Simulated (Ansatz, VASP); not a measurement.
# Cross-check of Ga2O3 between VASP and Ansatz, part 2 of 2

Aim: how closely do two programs agree when they are given the same cell, functional and k mesh? The cell is taken from a series of runs on this material, whose earlier steps may have relaxed, scaled, displaced or heated it; both programs get it as it stands.

VASP 6.6.1 and Ansatz 0.2.0.

So far. Step 2 (VASP: single point, PBE, pair 1): The run ends at a pressure of 10.00 GPa, with forces up to 0.23 eV/Å.

**6. VASP: single point, PBE with D3(BJ)**

Level of this step: PBE with D3(BJ); plane waves and PAW (Ga_d, O) (VASP).

The same cell, functional and mesh now go to VASP, with its own data sets.

Contents of INCAR:

```
SYSTEM = Ga2O3
PREC = Accurate
ENCUT = 520
EDIFF = 1E-06
NELM = 120
ISMEAR = 0
SIGMA = 0.01
LREAL = .FALSE.
ALGO = Normal
GGA = PE
IVDW = 12
NBANDS = 54
LORBIT = 11
LWAVE = .FALSE.
LCHARG = .FALSE.
ISIF = 2
LASPH = .TRUE.
GGA_COMPAT = .FALSE.
EFERMI = MIDGAP
KPAR = 2
```

Contents of POSCAR:

```
Ga2O3
1.0
    6.1070000000     -1.5185500000      0.0000000000
    6.1070000000      1.5185500000      0.0000000000
   -1.3859889000      0.0000000000      5.6300087400
Ga O
4 6
Direct
    0.0907257161      0.0907257161      0.7949827243
    0.9092742839      0.9092742839      0.2050172757
    0.6588354858      0.6588354858      0.3142837562
    0.3411645142      0.3411645142      0.6857162438
    0.1649755202      0.1649755202      0.1092149221
    0.8350244798      0.8350244798      0.8907850779
    0.1730977481      0.1730977481      0.5628885815
    0.8269022519      0.8269022519      0.4371114185
    0.4962434269      0.4962434269      0.2557091363
    0.5037565731      0.5037565731      0.7442908637
```

Contents of KPOINTS:

```
Automatic mesh
0
Gamma
8 8 4
0 0 0
```

The projector-augmented-wave data sets are Ga_d and O (PBE family, release 64).

Command:

```
> mpirun -np 2 vasp_std
```

Numbers of over 12 decimals in the logs are rounded to 6 here.

The log of the run:

```text
[... set-up lines as in an earlier step ...]
 entering main loop
       N       E                     dE             d eps       ncg     rms          rms(c)
[... 16 cycles as in an earlier step ...]
   1 F= -.61513631E+02 E0= -.61513631E+02  d E =0.000000E+00
```

Parts of OUTCAR (step 6):

```text
 Edisp (eV)   -2.00500

  Total       4.31311     4.74154     4.35258     0.00000     0.00000     0.16277
  in kB      66.17675    72.75010    66.78228     0.00000     0.00000     2.49735
  external pressure =       68.57 kB  Pullay stress =        0.00 kB

 POSITION                                       TOTAL-FORCE (eV/Angst)
 -----------------------------------------------------------------------------------
      0.00629      0.00000      4.47576         0.015745      0.000000      0.016983
     10.82172      0.00000      1.15425        -0.015745      0.000000     -0.016983
      7.61142      0.00000      1.76942        -0.039712      0.000000     -0.015263
      3.21659      0.00000      3.86059         0.039712      0.000000      0.015263
      1.86364      0.00000      0.61488         0.229897      0.000000      0.011356
      8.96437      0.00000      5.01513        -0.229897      0.000000     -0.011356
      1.33406      0.00000      3.16907        -0.008110      0.000000     -0.048855
      9.49395      0.00000      2.46094         0.008110      0.000000      0.048855
      5.70671      0.00000      1.43964         0.070673      0.000000      0.067052
      5.12130      0.00000      4.19036        -0.070673      0.000000     -0.067052
 -----------------------------------------------------------------------------------
    total drift:                                0.000000     -0.000000     -0.000000

  FREE ENERGIE OF THE ION-ELECTRON SYSTEM (eV)
  ---------------------------------------------------
  free  energy   TOTEN  =       -61.5136312477 eV

  energy  without entropy=      -61.5136312477  energy(sigma->0) =      -61.51363125

[... 2 parts as in an earlier step ...]

[... 1 further part left out ...]
[key lines of the parts left out:]
E-fermi :   5.1087
```

The run ends at a pressure of 6.86 GPa, with forces up to 0.23 eV/Å.

**7. Comparison**

What differs besides the data sets and the points named for the pairs above, as far as they apply: the data sets hold 120 valence electrons in Ansatz (on PAW files that the input asks for by source) and 88 in VASP. Total energies have different zeros and are not compared.

Both answers:

| quantity | Ansatz | VASP | difference |
| --- | --- | --- | --- |
| gap on the k mesh (eV) | 2.432 | 2.408 | +0.025 |

A gap on the mesh is an upper bound, since the band edges may lie between its points.

**8. VASP: single point, PBE, pair 3**

A single point gives forces, pressure and levels at one fixed geometry, so differences don't come from the geometry; what else differs is listed under the comparison. The cell compared in this pair holds 108.60 Å³, against 104.42 Å³ for the pair before.

INCAR, as its differences from that of step 6:

```diff
@@ -10,3 +10,2 @@
 GGA = PE
-IVDW = 12
 NBANDS = 54
```

Contents of POSCAR:

```
Ga2O3
1.0
    6.1873644791     -1.5385332127      0.0000000000
    6.1873644791      1.5385332127      0.0000000000
   -1.4042276876      0.0000000000      5.7040962985
Ga O
4 6
Direct
    0.0899204557      0.0899204557      0.7946966823
    0.9100795443      0.9100795443      0.2053033177
    0.6581925857      0.6581925857      0.3147343319
    0.3418074143      0.3418074143      0.6852656681
    0.1609139878      0.1609139878      0.1098514789
    0.8390860122      0.8390860122      0.8901485211
    0.1740945944      0.1740945944      0.5659037812
    0.8259054056      0.8259054056      0.4340962188
    0.4955746879      0.4955746879      0.2575498569
    0.5044253121      0.5044253121      0.7424501431
```

KPOINTS is that of step 6.

Command:

```
> mpirun -np 2 vasp_std
```

The log of the run:

```text
[... set-up lines as in an earlier step ...]
 entering main loop
       N       E                     dE             d eps       ncg     rms          rms(c)
DAV:   1     0.121558087617E+04    0.12156E+04   -0.40311E+04  9898   0.297E+03
DAV:   2     0.198877680621E+03   -0.10167E+04   -0.95931E+03  8760   0.814E+02
DAV:   3    -0.478799892737E+02   -0.24676E+03   -0.23980E+03  9776   0.260E+02
DAV:   4    -0.681146864338E+02   -0.20235E+02   -0.20018E+02 10360   0.806E+01
[...]
DAV:  14    -0.596562137955E+02   -0.32887E-05   -0.32096E-05  9338   0.671E-02    0.100E-02
DAV:  15    -0.596562126632E+02    0.11324E-05   -0.66952E-06 10574   0.269E-02    0.362E-03
DAV:  16    -0.596562126494E+02    0.13786E-07   -0.25049E-06  6178   0.148E-02
   1 F= -.59656213E+02 E0= -.59656213E+02  d E =0.000000E+00
```

Parts of OUTCAR (step 8):

```text
  Total        2.1333691      2.1549532      1.6262890      0.0000000      0.0000000      0.1416154
  in kB       31.4736541     31.7920841     23.9926873      0.0000000      0.0000000      2.0892566
  external PRESSURE =      29.0861419 kB  Pullay stress =       0.0000000 kB

 POSITION                                       TOTAL-FORCE (eV/Angst)
 -----------------------------------------------------------------------------------
     -0.00319      0.00000      4.53303         0.019099      0.000000      0.014761
     10.97370      0.00000      1.17107        -0.019099      0.000000     -0.014761
      7.70300      0.00000      1.79527        -0.035065      0.000000      0.005147
      3.26751      0.00000      3.90882         0.035065      0.000000     -0.005147
      1.83701      0.00000      0.62660         0.204784      0.000000      0.014542
      9.13349      0.00000      5.07749        -0.204784      0.000000     -0.014542
      1.35972      0.00000      3.22797         0.003478      0.000000     -0.053998
      9.61079      0.00000      2.47613        -0.003478      0.000000      0.053998
      5.77094      0.00000      1.46909         0.069210      0.000000      0.067399
      5.19956      0.00000      4.23501        -0.069210      0.000000     -0.067399
 -----------------------------------------------------------------------------------
    total drift:                                0.000000     -0.000000     -0.000000

  FREE ENERGIE OF THE ION-ELECTRON SYSTEM (eV)
  ---------------------------------------------------
  free  energy   TOTEN  =       -59.6562126494 eV

  energy  without entropy=      -59.6562126494  energy(sigma->0) =      -59.65621265

[... 1 part as in an earlier step ...]

[... 2 further parts left out ...]
[key lines of the parts left out:]
E-fermi :   4.5693
```

The run ends at a pressure of 2.91 GPa, with forces up to 0.21 eV/Å.

**9. Ansatz: single point, PBE, pair 3**

The same cell, functional and mesh now go to Ansatz, which takes its cutoff from its data sets.

The cell is taken from a series of runs on this material, whose earlier steps may have relaxed, scaled, displaced or heated it; both programs get it as it stands.

Contents of input.yaml:

```yaml
crystal:
  lattice:
    - [6.1873644791, -1.5385332127, 0.0]
    - [6.1873644791, 1.5385332127, 0.0]
    - [-1.4042276876, 0.0, 5.7040962985]
  atoms:
    - { symbol: Ga, position: [0.0899204557, 0.0899204557, 0.7946966823] }
    - { symbol: Ga, position: [0.9100795443, 0.9100795443, 0.2053033177] }
    - { symbol: Ga, position: [0.6581925857, 0.6581925857, 0.3147343319] }
    - { symbol: Ga, position: [0.3418074143, 0.3418074143, 0.6852656681] }
    - { symbol: O, position: [0.1609139878, 0.1609139878, 0.1098514789] }
    - { symbol: O, position: [0.8390860122, 0.8390860122, 0.8901485211] }
    - { symbol: O, position: [0.1740945944, 0.1740945944, 0.5659037812] }
    - { symbol: O, position: [0.8259054056, 0.8259054056, 0.4340962188] }
    - { symbol: O, position: [0.4955746879, 0.4955746879, 0.2575498569] }
    - { symbol: O, position: [0.5044253121, 0.5044253121, 0.7424501431] }
kpoints:
  mp_grid: { grid: [8, 8, 4] }
hamiltonian:
  xc: pbe
  pseudopotentials: { kind: paw, source: ansatz }
scf:
  occupations: { method: fixed }
  n_extra_bands: 7
  lower_state_search: "off"
  convergence: { dr2_threshold: 1.0e-09 }
output:
  eigenvalues: true
```

Command:

```
> ansatz run input.yaml --threads 16 --pin off --max-ram 73728MiB --backend cpu --events-out ev --progress --plain --runs-dir out
```

The log of the run:

```text
[...]
Crystal: 10 atoms, lattice volume = 108.600 Å³
Basis set: ecut = 1020 eV, 8003 PW (Γ), FFT grids on a1−a2, a2, a3
Bands: 67, of which v1, the nominal top of the filled ones, is band 60 counted from 1 (59 counted from 0)
Symmetry: 4 space group operations
[...]
k-points: 78 of 256
[...]
--- Band table (eV; the first three rows and the last of 78) ---
  k-point 0: bands = [... 56 lower, 8.2010, 8.4102, 8.5748, 8.8374, 10.9794, 14.3583, 15.2935, 15.4384, ... 3 higher]
  k-point 1: bands = [... 56 lower, 8.2176, 8.2610, 8.4422, 8.5991, 11.9251, 14.5121, 15.0302, 15.6086, ... 3 higher]
  k-point 2: bands = [... 56 lower, 8.2313, 8.2932, 8.3223, 8.5647, 13.3321, 13.5220, 15.2669, 15.8230, ... 3 higher]
  k-point 77: bands = [... 56 lower, 8.2078, 8.2515, 8.2644, 8.8525, 13.7408, 13.9639, 14.7825, 15.1047, ... 3 higher]
[key lines of the parts left out:]
SCF converged after 13 iterations
Free energy (F): -37064.061363 eV
Fermi energy:    8.853394 eV
```

**10. Comparison**

What differs besides the data sets and the points named for the pairs above, as far as they apply: the data sets hold 120 valence electrons in Ansatz (on PAW files that the input asks for by source) and 88 in VASP. Total energies have different zeros and are not compared.

The two programs side by side:

| quantity | Ansatz | VASP | difference |
| --- | --- | --- | --- |
| gap on the k mesh (eV) | 2.126 | 2.102 | +0.024 |

A gap on the mesh is an upper bound, since the band edges may lie between its points.

**11. Outcome**

* difference in gap on the k mesh (single point, PBE, pair 1): 0.025 eV
* difference in gap on the k mesh (single point, PBE with D3(BJ)): 0.025 eV
* difference in gap on the k mesh (single point, PBE, pair 3): 0.024 eV

**Reading.** The difference in gap on the k mesh is 0.025 eV (single point, PBE, pair 1), within the 0.08 eV picked in this series as the mark of a large difference. The data sets hold unlike numbers of valence electrons (120 in Ansatz and 88 in VASP), so part of the differences comes from the potentials. 2 further runs of this series are not shown here. How closely two codes agree says nothing of how well the functional describes the real material.

[Lines on the potential files, build, host, timing and source positions are cut from VASP's logs without a mark.]

[Logs are printed without paths, hosts, clocks, repeated set-up lines and the standing remarks that a program may print on its own settings, such as how far it seeks lower states.]

[Hosts, paths, dates, database ids (printed as entryN), source tags and the programs' standing remarks are cut or masked in the printed files.]
